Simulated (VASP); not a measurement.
Method: PBE GGA, VASP's PBE PAW potentials (set 64) (plane waves; VASP 6.6.1).

A VASP calculation is set up with these files.

POSCAR:
```
Rh
1.0
  0.0000000000   1.9000000000   1.9000000000
  1.9000000000   0.0000000000   1.9000000000
  1.9000000000   1.9000000000   0.0000000000
Rh
1
direct
  0.0000000000   0.0000000000   0.0000000000
```

### KPOINTS
```
Automatic mesh
0
Gamma
15 15 15
0 0 0
```

**INCAR**
```
ALGO = Normal
EDIFF = 1E-6
EDIFFG = -0.01
ENCUT = 400
GGA = PE
IBRION = 2
ISIF = 3
ISMEAR = 1
LASPH = .TRUE.
LCHARG = .FALSE.
LMAXMIX = 4
LREAL = .FALSE.
LWAVE = .FALSE.
NELM = 100
NSW = 60
PREC = Accurate
SIGMA = 0.1
SYSTEM = Rh
```

POTCAR, in this order: Rh_pv (PBE.64 set). Program: vasp_std.

The run wrote:

**OSZICAR**
```
       N       E                     dE             d eps       ncg     rms          rms(c)
DAV:   1     0.950627609942E+02    0.95063E+02   -0.81572E+03  2680   0.120E+03
DAV:   2    -0.656991799941E+01   -0.10163E+03   -0.97127E+02  2718   0.345E+02
DAV:   3    -0.774561775494E+01   -0.11757E+01   -0.11722E+01  3048   0.426E+01
DAV:   4    -0.775249445638E+01   -0.68767E-02   -0.68762E-02  2880   0.335E+00
DAV:   5    -0.775259871544E+01   -0.10426E-03   -0.10426E-03  3018   0.386E-01    0.102E+01
DAV:   6    -0.727175856326E+01    0.48084E+00   -0.11047E+00  2745   0.157E+01    0.359E+00
DAV:   7    -0.725378996979E+01    0.17969E-01   -0.21724E-02  2979   0.192E+00    0.170E+00
DAV:   8    -0.725003225913E+01    0.37577E-02   -0.31838E-03  2763   0.893E-01    0.180E-01
DAV:   9    -0.724992935611E+01    0.10290E-03   -0.63622E-05  3039   0.125E-01    0.183E-02
DAV:  10    -0.724993347595E+01   -0.41198E-05   -0.29114E-06  2791   0.248E-02    0.209E-03
DAV:  11    -0.724993352383E+01   -0.47875E-07   -0.18695E-07  1488   0.629E-03
   1 F= -.72499335E+01 E0= -.72499169E+01  d E =-.724993E+01
       N       E                     dE             d eps       ncg     rms          rms(c)
DAV:   1    -0.847391596396E+01   -0.12240E+01   -0.17992E+01  2736   0.708E+01    0.775E+00
DAV:   2    -0.722756661208E+01    0.12463E+01   -0.32477E+00  2691   0.264E+01    0.232E+00
DAV:   3    -0.722834144348E+01   -0.77483E-03   -0.19436E-02  2835   0.164E+00    0.136E+00
DAV:   4    -0.723165611136E+01   -0.33147E-02   -0.62340E-03  2814   0.102E+00    0.163E-01
DAV:   5    -0.723189936219E+01   -0.24325E-03   -0.20811E-04  3032   0.166E-01    0.579E-02
DAV:   6    -0.723187533768E+01    0.24025E-04   -0.15525E-05  2760   0.602E-02    0.434E-03
DAV:   7    -0.723187471363E+01    0.62404E-06   -0.11032E-07  1812   0.456E-03
   2 F= -.72318747E+01 E0= -.72318402E+01  d E =0.180588E-01
       N       E                     dE             d eps       ncg     rms          rms(c)
DAV:   1    -0.785222270010E+01   -0.62035E+00   -0.86565E+00  2751   0.475E+01    0.592E+00
DAV:   2    -0.725718771119E+01    0.59503E+00   -0.14611E+00  2706   0.182E+01    0.913E-01
DAV:   3    -0.725239622209E+01    0.47915E-02   -0.17668E-02  2847   0.177E+00    0.574E-01
DAV:   4    -0.725371341174E+01   -0.13172E-02   -0.34703E-03  2820   0.769E-01    0.603E-02
DAV:   5    -0.725379906044E+01   -0.85649E-04   -0.69718E-05  3032   0.106E-01    0.232E-02
DAV:   6    -0.725376956162E+01    0.29499E-04   -0.62605E-06  2769   0.386E-02    0.169E-03
DAV:   7    -0.725376975746E+01   -0.19584E-06   -0.66856E-08  1494   0.365E-03
   3 F= -.72537698E+01 E0= -.72537490E+01  d E =-.383623E-02
```

### OUTCAR
```
------------------------ aborting loop because EDIFF is reached ----------------------------------------
  FORCE on cell =-STRESS in cart. coord.  units (eV):
  Direction    XX          YY          ZZ          XY          YZ          ZX
  --------------------------------------------------------------------------------------
  Total       -0.0029136     -0.0029136     -0.0029136      0.0000000     -0.0000000      0.0000000
  in kB       -0.3341641     -0.3341641     -0.3341641      0.0000000     -0.0000000      0.0000000
  external PRESSURE =      -0.3341641 kB  Pullay stress =       0.0000000 kB
  volume of cell :       13.97
      direct lattice vectors                 reciprocal lattice vectors
     0.000000000  1.911541609  1.911541609    -0.261568986  0.261568986  0.261568986
     1.911541609 -0.000000000  1.911541609     0.261568986 -0.261568986  0.261568986
     1.911541609  1.911541609  0.000000000     0.261568986  0.261568986 -0.261568986
 POSITION                                       TOTAL-FORCE (eV/Angst)
 -----------------------------------------------------------------------------------
      0.00000      0.00000      0.00000         0.000000     -0.000000      0.000000
 -----------------------------------------------------------------------------------
    total drift:                                0.000000     -0.000000      0.000000
  FREE ENERGIE OF THE ION-ELECTRON SYSTEM (eV)
  ---------------------------------------------------
  free  energy   TOTEN  =        -7.2537697575 eV

  energy  without entropy=       -7.2537075011  energy(sigma->0) =       -7.25374901

 reached required accuracy - stopping structural energy minimisation
```
(Selected blocks of OUTCAR.)

### CONTCAR
```
Rh
   1.00000000000000
     0.0000000000000000    1.9115416091041433    1.9115416091041433
     1.9115416091041433   -0.0000000000000000    1.9115416091041433
     1.9115416091041433    1.9115416091041433    0.0000000000000000
  Rh
     1
Direct
     0.0000000000000000    0.0000000000000000    0.0000000000000000
```

The compound is Rh in the fcc structure. This run relaxes it. Symmetry was kept, so distortions that lower it aren't found.
